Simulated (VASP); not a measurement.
Computed with vdW-DF-cx, VASP's PBE PAW potentials (set 64) (plane waves; VASP).

VASP input:

### KPOINTS
```
Automatic mesh
0
Gamma
5 5 7
0 0 0
```

### POSCAR
```
PbO2
5.0056780
  0.9999999454   0.0000000000   0.0000000000
  0.0000000000   0.9999999454   0.0000000000
  0.0000000000   0.0000000000   0.6855569861
Pb O
2 4
direct
  0.0000000000   0.0000000000   0.0000000000
  0.5000000000   0.5000000000   0.5000000000
  0.3073034001   0.3073034001   0.0000000000
  0.8073034001   0.1926965999   0.5000000000
  0.1926965999   0.8073034001   0.5000000000
  0.6926965999   0.6926965999   0.0000000000
```

**INCAR**
```
# general
SYSTEM  =PbO2
PREC    =Accurate
ENCUT   =520
LREAL   =.FALSE.
LASPH   =.TRUE.

# electronic loop
EDIFF   =1E-7
NELM    =100
ALGO    =Normal
LMAXMIX =4

# smearing
ISMEAR  =-5

# functional
GGA     =CX
LUSE_VDW=.TRUE.
AGGAC   =0.0

# ions
ISIF    =2

# output
LWAVE   =.FALSE.
LCHARG  =.TRUE.
LORBIT  =11
NEDOS   =601

# other
LEFG    =.TRUE.
```

POTCAR, in this order: Pb_d O (PBE.64 set). Program: vasp_std.

Output of the run:

**OSZICAR**
```
       N       E                     dE             d eps       ncg     rms          rms(c)
DAV:   1     0.693931342435E+03    0.69393E+03   -0.26428E+04  1488   0.203E+03
DAV:   2     0.666829708942E+02   -0.62725E+03   -0.60846E+03  1642   0.542E+02
DAV:   3    -0.214028905364E+02   -0.88086E+02   -0.86513E+02  1931   0.225E+02
DAV:   4    -0.246834464885E+02   -0.32806E+01   -0.32692E+01  1777   0.478E+01
DAV:   5    -0.248246410254E+02   -0.14119E+00   -0.14116E+00  2064   0.924E+00    0.133E+01
DAV:   6    -0.195940585808E+02    0.52306E+01   -0.23712E+01  2324   0.550E+01    0.450E+00
DAV:   7    -0.195971558373E+02   -0.30973E-02   -0.16362E+00  1675   0.102E+01    0.271E+00
DAV:   8    -0.195879483019E+02    0.92075E-02   -0.49299E-01  2347   0.669E+00    0.119E+00
DAV:   9    -0.195585061905E+02    0.29442E-01   -0.12362E-01  2422   0.434E+00    0.129E-01
DAV:  10    -0.195602880111E+02   -0.17818E-02   -0.11168E-02  1656   0.611E-01    0.110E-01
DAV:  11    -0.195602541125E+02    0.33899E-04   -0.33902E-04  2346   0.194E-01    0.435E-02
DAV:  12    -0.195602407583E+02    0.13354E-04   -0.72594E-05  2278   0.570E-02    0.119E-02
DAV:  13    -0.195602400396E+02    0.71869E-06   -0.68682E-06  2220   0.248E-02    0.182E-03
DAV:  14    -0.195602400236E+02    0.15999E-07   -0.13655E-06  2153   0.153E-02    0.181E-03
DAV:  15    -0.195602400946E+02   -0.70993E-07   -0.17838E-07  1308   0.540E-03
   1 F= -.19560240E+02 E0= -.19560240E+02  d E =0.000000E+00
```

File OUTCAR:
```
------------------------ aborting loop because EDIFF is reached ----------------------------------------
  FORCE on cell =-STRESS in cart. coord.  units (eV):
  Direction    XX          YY          ZZ          XY          YZ          ZX
  --------------------------------------------------------------------------------------
  Total       -0.0421507     -0.0421507      0.0278925      0.0000000      0.0000000      0.0000000
  in kB       -0.7853862     -0.7853862      0.5197148      0.0000000      0.0000000      0.0000000
  external PRESSURE =      -0.3503526 kB  Pullay stress =       0.0000000 kB
  volume of cell :       85.99
      direct lattice vectors                 reciprocal lattice vectors
     5.005677727  0.000000000  0.000000000     0.199773149  0.000000000  0.000000000
     0.000000000  5.005677727  0.000000000     0.000000000  0.199773149  0.000000000
     0.000000000  0.000000000  3.431677523     0.000000000  0.000000000  0.291402672
 POSITION                                       TOTAL-FORCE (eV/Angst)
 -----------------------------------------------------------------------------------
      0.00000      0.00000      0.00000         0.000000      0.000000     -0.000000
      2.50284      2.50284      1.71584         0.000000      0.000000     -0.000000
      1.53826      1.53826      0.00000         0.008088      0.008088     -0.000000
      4.04110      0.96458      1.71584         0.008088     -0.008088      0.000000
      0.96458      4.04110      1.71584        -0.008088      0.008088     -0.000000
      3.46742      3.46742      0.00000        -0.008088     -0.008088      0.000000
 -----------------------------------------------------------------------------------
    total drift:                               -0.000000      0.000000      0.000000
  FREE ENERGIE OF THE ION-ELECTRON SYSTEM (eV)
  ---------------------------------------------------
  free  energy   TOTEN  =       -19.5602400946 eV

  energy  without entropy=      -19.5602400946  energy(sigma->0) =      -19.56024009

 total charge

# of ion       s       p       d       tot
------------------------------------------
    1        1.040   0.766  10.025  11.830
    2        1.040   0.766  10.025  11.830
    3        1.574   3.372   0.000   4.946
    4        1.574   3.372   0.000   4.946
    5        1.574   3.372   0.000   4.946
    6        1.574   3.372   0.000   4.946
--------------------------------------------------
tot          8.376  15.020  20.049  43.445

 Electric field gradients after diagonalization (V/A^2)
 (convention: |V_zz| > |V_xx| > |V_yy|)
----------------------------------------------------------------------
 ion       V_xx      V_yy      V_zz     asymmetry (V_yy - V_xx)/ V_zz
----------------------------------------------------------------------
   1    -107.744   -22.225   129.968       0.658
   2    -107.744   -22.225   129.968       0.658
   3      77.878    53.559  -131.437       0.185
   4      77.878    53.559  -131.437       0.185
   5      77.878    53.559  -131.437       0.185
   6      77.878    53.559  -131.437       0.185
```
(Selected blocks of OUTCAR.)

The compound is PbO2 in the rutile structure. It was relaxed first.
